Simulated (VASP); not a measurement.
VASP input:

INCAR:
```
SYSTEM = AgBr
PREC = Accurate
ENCUT = 520
EDIFF = 1E-7
NELM = 100
ALGO = Normal
LREAL = .FALSE.
LASPH = .TRUE.
ISMEAR = -5
GGA = PE
IVDW = 11
LMAXMIX = 4
LWAVE = .FALSE.
LCHARG = .TRUE.
LORBIT = 11
NEDOS = 601
ISIF = 2
```

KPOINTS:
```
Automatic mesh
0
Gamma
9 9 9
0 0 0
```

File POSCAR:
```
AgBr
1.0
  0.0000000000   2.8713520580   2.8713520580
  2.8713520580   0.0000000000   2.8713520580
  2.8713520580   2.8713520580   0.0000000000
Ag Br
1 1
Cartesian
  2.8713520580   2.8713520580   5.7427041160
  2.8713520580   2.8713520580   2.8713520580
```

POTCAR, in this order: Ag Br (PBE.64 set). Program: vasp_std.

Translate this PBE-D3 (zero damping) calculation to Quantum ESPRESSO's pw.x.

One equivalent input (not run):
```
&CONTROL
  calculation = 'scf'
  pseudo_dir = './pseudo'
  outdir = './out'
  tprnfor = .true.
  tstress = .true.
/
&SYSTEM
  ibrav = 0
  nat = 2
  ntyp = 2
  ecutwfc = 82
  occupations = 'tetrahedra'
  input_dft = 'pbe'
  vdw_corr = 'grimme-d3'
  dftd3_version = 3
  dftd3_threebody = .false.
/
&ELECTRONS
  conv_thr = 7.3e-09
  electron_maxstep = 100
/
ATOMIC_SPECIES
  Ag 107.868 Ag.upf
  Br 79.904 Br.upf
CELL_PARAMETERS angstrom
    -0.0000000    2.8713521    2.8713521
     2.8713521    0.0000000    2.8713521
     2.8713521    2.8713521    0.0000000
ATOMIC_POSITIONS crystal
  Ag   1.0000000  1.0000000  0.0000000
  Br   0.5000000  0.5000000  0.5000000
K_POINTS automatic
  9 9 9 0 0 0
```
The two are equivalent in intent, not identical: the potentials are each code's own (VASP's PAW set, PseudoDojo norm-conserving files in pw.x), so ENCUT and ecutwfc are chosen apart and not converted; conv_thr bounds pw.x's estimated SCF error, while EDIFF bounds the energy change between steps.

The compound is AgBr in the rock salt structure. It was relaxed first.
